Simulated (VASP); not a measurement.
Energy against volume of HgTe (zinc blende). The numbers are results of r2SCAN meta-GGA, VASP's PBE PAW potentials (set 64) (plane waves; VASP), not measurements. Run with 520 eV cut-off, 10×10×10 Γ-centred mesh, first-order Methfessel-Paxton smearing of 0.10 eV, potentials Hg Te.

| V (Å³/atom) | E (eV/atom) |
|---|---|
| 33.431 | -37.56382 |
| 34.498 | -37.57778 |
| 35.565 | -37.58211 |
| 36.632 | -37.57842 |

Fit these four points and predict the energy of the run at 37.699 Å³/atom.

A cubic in V^(−2/3), the third-order Birch-Murnaghan form, passes through the four points with V0 = 35.58 Å³/atom and B0 = 40 GPa, and gives -37.5680 eV/atom there. The run gave -37.5681 eV/atom, -0.0 meV/atom from the fit; all five points give B0 = 40 GPa.

The compound is HgTe in the zinc blende structure. It was relaxed first, which changed the volume by +6 %.
